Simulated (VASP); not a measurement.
Input:

```
MgZr2
1.0
    1.61652     0.93330     7.77651
   -1.61652     0.93330     7.77651
    0.00000    -1.86660     7.77651
Mg Zr
1 2
Direct
  0.00000   0.00000   0.00000
  0.21943   0.21943   0.21943
  0.78057   0.78057   0.78057
```

Computed with PBE GGA with D3 dispersion (Becke-Johnson damping), VASP's PBE PAW potentials (set 64) (plane waves; VASP). Settings: 400 eV cut-off, 10×10×10 Γ-centred mesh, first-order Methfessel-Paxton smearing of 0.10 eV, potentials Mg Zr_sv.

Q: Give the stress tensor in GPa (positive for a compressed cell).

A: 
```
-3.18   0.00   0.00
 0.00  -3.18   0.00
 0.00   0.00  -3.16
```
The pressure is its mean diagonal, -3.17 GPa.

The structure comes from a computed database's MgZr2 entry (R-3m); how it stands against other phases isn't given here. The cell was not relaxed at this level. The run is one of a series of settings (IVDW = 12 against the base run), some of them coarse on purpose.
